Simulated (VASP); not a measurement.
Output of a VASP run:

### OUTCAR
```
 ion  position               nearest neighbor table
   1  0.000  0.000  0.000-   2 2.48   3 2.48   2 2.48   3 2.48   3 2.48   3 2.48   2 2.48   2 2.48
                             3 2.48   3 2.48   2 2.48   2 2.48
   2  0.333  0.667  0.500-   3 1.77   3 1.77   3 1.77   1 2.48   1 2.48   1 2.48   1 2.48   1 2.48
                             1 2.48
   3  0.667  0.333  0.500-   2 1.77   2 1.77   2 1.77   1 2.48   1 2.48   1 2.48   1 2.48   1 2.48
                             1 2.48
  LATTYP: Found a hexagonal cell.
 ALAT       =     3.0740417628
 C/A-ratio  =     1.1310113057
 Subroutine PRICEL returns:
 Original cell was already a primitive cell.
 Subroutine GETGRP returns: Found 24 space group operations
The static configuration has the point symmetry D_6h.
The dynamic configuration has the point symmetry D_6h.
 Subroutine INISYM returns: Found 24 space group operations
 Subroutine IBZKPT returns following result:
 Found    126 irreducible k-points:

 Following reciprocal coordinates:
            Coordinates               Weight
  0.000000  0.000000  0.000000      1.000000
  0.076923  0.000000  0.000000      6.000000
  0.153846  0.000000  0.000000      6.000000
  0.230769  0.000000  0.000000      6.000000
  0.307692  0.000000  0.000000      6.000000
  0.384615  0.000000  0.000000      6.000000
  0.461538 -0.000000  0.000000      6.000000
  0.076923  0.076923  0.000000      6.000000
  0.153846  0.076923  0.000000     12.000000
  0.230769  0.076923  0.000000     12.000000
  0.307692  0.076923  0.000000     12.000000
  0.384615  0.076923  0.000000     12.000000
  0.461538  0.076923  0.000000      6.000000
  0.153846  0.153846  0.000000      6.000000
  0.230769  0.153846  0.000000     12.000000
  0.307692  0.153846  0.000000     12.000000
  0.384615  0.153846  0.000000     12.000000
  0.230769  0.230769  0.000000      6.000000
  0.307692  0.230769  0.000000     12.000000
  0.384615  0.230769  0.000000      6.000000
  0.307692  0.307692  0.000000      6.000000
  0.000000  0.000000  0.100000      2.000000
  0.076923  0.000000  0.100000     12.000000
  0.153846  0.000000  0.100000     12.000000
  0.230769  0.000000  0.100000     12.000000
  0.307692  0.000000  0.100000     12.000000
  0.384615  0.000000  0.100000     12.000000
  0.461538 -0.000000  0.100000     12.000000
  0.076923  0.076923  0.100000     12.000000
  0.153846  0.076923  0.100000     24.000000
  0.230769  0.076923  0.100000     24.000000
  0.307692  0.076923  0.100000     24.000000
  0.384615  0.076923  0.100000     24.000000
  0.461538  0.076923  0.100000     12.000000
  0.153846  0.153846  0.100000     12.000000
  0.230769  0.153846  0.100000     24.000000
  0.307692  0.153846  0.100000     24.000000
  0.384615  0.153846  0.100000     24.000000
  0.230769  0.230769  0.100000     12.000000
  0.307692  0.230769  0.100000     24.000000
   k-points           NKPTS =    126   k-points in BZ     NKDIM =    126   number of bands    NBANDS=      8
   number of dos      NEDOS =    601   number of ions     NIONS =      3
   total plane-waves  NPLWV =  16128
   dimension x,y,z NGX =    24 NGY =   24 NGZ =   28
   dimension x,y,z NGXF=    48 NGYF=   48 NGZF=   56
   ions per type =               1   2
   PREC   = accura    normal or accurate (medium, high low for compatibility)
   ISTART =      0    job   : 0-new  1-cont  2-samecut
   ICHARG =      2    charge: 1-file 2-atom 10-const
   ISPIN  =      1    spin polarized calculation?
   LNONCOLLINEAR =      F non collinear calculations
   LSORBIT =      F    spin-orbit coupling
   INIWAV =      1    electr: 0-lowe 1-rand  2-diag
   ENCUT  =  520.0 eV  38.22 Ry    6.18 a.u.   5.72  5.72  6.46*2*pi/ulx,y,z
   NELM   =    100;   NELMIN=  2; NELMDL= -5     # of ELM steps
   EDIFF  = 0.1E-06   stopping-criterion for ELM
   LREAL  =      F    real-space projection
   NLSPLINE    = F    spline interpolate recip. space projectors
   LMAXMIX     =    2 max onsite mixed and CHGCAR
...
```

**OSZICAR**
```
       N       E                     dE             d eps       ncg     rms          rms(c)
DAV:   1     0.290514713884E+00    0.29051E+00   -0.40998E+03  2248   0.865E+02
DAV:   2    -0.213834169568E+02   -0.21674E+02   -0.21094E+02  3072   0.114E+02
DAV:   3    -0.216299483512E+02   -0.24653E+00   -0.24629E+00  2576   0.142E+01
DAV:   4    -0.216303092111E+02   -0.36086E-03   -0.36047E-03  3136   0.511E-01
DAV:   5    -0.216303096017E+02   -0.39061E-06   -0.39423E-06  2592   0.103E-02    0.528E+00
DAV:   6    -0.194131527214E+02    0.22172E+01   -0.23248E+00  2240   0.105E+01    0.281E+00
DAV:   7    -0.191488417262E+02    0.26431E+00   -0.93262E-01  2528   0.622E+00    0.595E-01
DAV:   8    -0.191751092580E+02   -0.26268E-01   -0.22949E-01  2320   0.469E+00    0.484E-01
DAV:   9    -0.192509801400E+02   -0.75871E-01   -0.60492E-02  2096   0.232E+00    0.145E-01
DAV:  10    -0.192517291490E+02   -0.74901E-03   -0.71276E-03  2472   0.812E-01    0.484E-02
DAV:  11    -0.192502621002E+02    0.14670E-02   -0.60348E-04  2304   0.300E-01    0.171E-02
DAV:  12    -0.192503893110E+02   -0.12721E-03   -0.32572E-04  2240   0.208E-01    0.109E-02
DAV:  13    -0.192503980006E+02   -0.86896E-05   -0.82958E-05  2264   0.103E-01    0.186E-03
DAV:  14    -0.192503971767E+02    0.82397E-06   -0.23366E-06  3048   0.199E-02    0.138E-03
DAV:  15    -0.192503934237E+02    0.37529E-05   -0.35183E-07  2304   0.766E-03    0.524E-04
DAV:  16    -0.192503934342E+02   -0.10520E-07   -0.23200E-07  2160   0.553E-03
   1 F= -.19250393E+02 E0= -.19250393E+02  d E =0.000000E+00
       N       E                     dE             ncg
```

### OUTCAR
```
------------------------ aborting loop because EDIFF is reached ----------------------------------------
  FORCE on cell =-STRESS in cart. coord.  units (eV):
  Direction    XX          YY          ZZ          XY          YZ          ZX
  --------------------------------------------------------------------------------------
  Total       -0.2277691     -0.2277690      0.3217823      0.0000000      0.0000000     -0.0000000
  in kB      -12.8256208    -12.8256160     18.1194866      0.0000000      0.0000000     -0.0000000
  external PRESSURE =      -2.5105834 kB  Pullay stress =       0.0000000 kB
  volume of cell :       28.45
      direct lattice vectors                 reciprocal lattice vectors
     1.537021093 -2.662198136  0.000000000     0.325304579 -0.187814721  0.000000000
     1.537021093  2.662198136  0.000000000     0.325304579  0.187814721  0.000000000
     0.000000000  0.000000000  3.476775988     0.000000000  0.000000000  0.287622787
 POSITION                                       TOTAL-FORCE (eV/Angst)
 -----------------------------------------------------------------------------------
      0.00000      0.00000      0.00000        -0.000000     -0.000000      0.000000
      1.53702      0.88740      1.73839        -0.000000     -0.000000      0.000000
      1.53702     -0.88740      1.73839         0.000000      0.000000      0.000000
 -----------------------------------------------------------------------------------
    total drift:                                0.000000     -0.000000      0.000000
  FREE ENERGIE OF THE ION-ELECTRON SYSTEM (eV)
  ---------------------------------------------------
  free  energy   TOTEN  =       -19.2503934342 eV

  energy  without entropy=      -19.2503934342  energy(sigma->0) =      -19.25039343

 total charge

# of ion       s       p       d       tot
------------------------------------------
    1        0.150   0.179   0.056   0.385
    2        0.703   1.245   0.000   1.948
    3        0.703   1.245   0.000   1.948
--------------------------------------------------
tot          1.555   2.669   0.056   4.281

 Electric field gradients after diagonalization (V/A^2)
 (convention: |V_zz| > |V_xx| > |V_yy|)
----------------------------------------------------------------------
 ion       V_xx      V_yy      V_zz     asymmetry (V_yy - V_xx)/ V_zz
----------------------------------------------------------------------
   1       0.220     0.220    -0.439       0.000
   2      -9.632    -9.632    19.264       0.000
   3      -9.632    -9.632    19.264       0.000
```
(Selected blocks of OUTCAR.)

File POSCAR:
```
MgB2
1
    1.5370210935    -2.6621981364    -0.0000000000
    1.5370210935     2.6621981364     0.0000000000
    0.0000000000    -0.0000000000     3.4767759880
Mg B
1 2
Direct
  1.0000000000   1.0000000000   0.0000000000
  0.3333330000   0.6666670000   0.5000000000
  0.6666670000   0.3333330000   0.5000000000
```

Task: Reconstruct the remaining input files.

Result: One answer among several that fit: the input of the run itself, r2SCAN+rVV10, plane waves, VASP's PBE PAW potentials (set 64).

File KPOINTS_OPT:
```
k-points along high-symmetry lines
6
Line-mode
Reciprocal
  0.000000   0.000000   0.000000 ! GAMMA
  0.000000   0.500000   0.000000 ! M

  0.000000   0.500000   0.000000 ! M
 -0.333333   0.666667   0.000000 ! K

 -0.333333   0.666667   0.000000 ! K
  0.000000   0.000000   0.000000 ! GAMMA

  0.000000   0.000000   0.000000 ! GAMMA
  0.000000   0.000000   0.500000 ! A

  0.000000   0.000000   0.500000 ! A
  0.000000   0.500000   0.500000 ! L

  0.000000   0.500000   0.500000 ! L
 -0.333333   0.666667   0.500000 ! H

 -0.333333   0.666667   0.500000 ! H
  0.000000   0.000000   0.500000 ! A

  0.000000   0.500000   0.500000 ! L
  0.000000   0.500000   0.000000 ! M

 -0.333333   0.666667   0.500000 ! H
 -0.333333   0.666667   0.000000 ! K
```

KPOINTS:
```
Automatic mesh
0
Gamma
13 13 10
0 0 0
```

**INCAR**
```
! general
SYSTEM   = MgB2
PREC     = Accurate
ENCUT    = 520   ! plane-wave cut-off (eV)
LREAL    = .FALSE.   ! projection in real space or not
LASPH    = .TRUE.

! electronic loop
EDIFF    = 1E-7   ! SCF stop (eV)
NELM     = 100
ALGO     = Normal   ! blocked Davidson
LMIXTAU  = .TRUE.

! smearing
ISMEAR   = -5

! functional
METAGGA  = R2SCAN
LUSE_VDW = .TRUE.
BPARAM   = 11.95
CPARAM   = 0.0093

! ions
ISIF     = 2   ! forces and stress, cell fixed

! output
LWAVE    = .FALSE.
LCHARG   = .FALSE.
LORBIT   = 11   ! lm-projected
NEDOS    = 601   ! DOS grid

! other
LEFG     = .TRUE.
```

POTCAR, in this order: Mg B (PBE.64 set). Program: vasp_std.

For a metal the tetrahedron method with Blöchl corrections gives inexact stress and forces.

The compound is MgB2 in the AlB2 type structure. It was relaxed first.
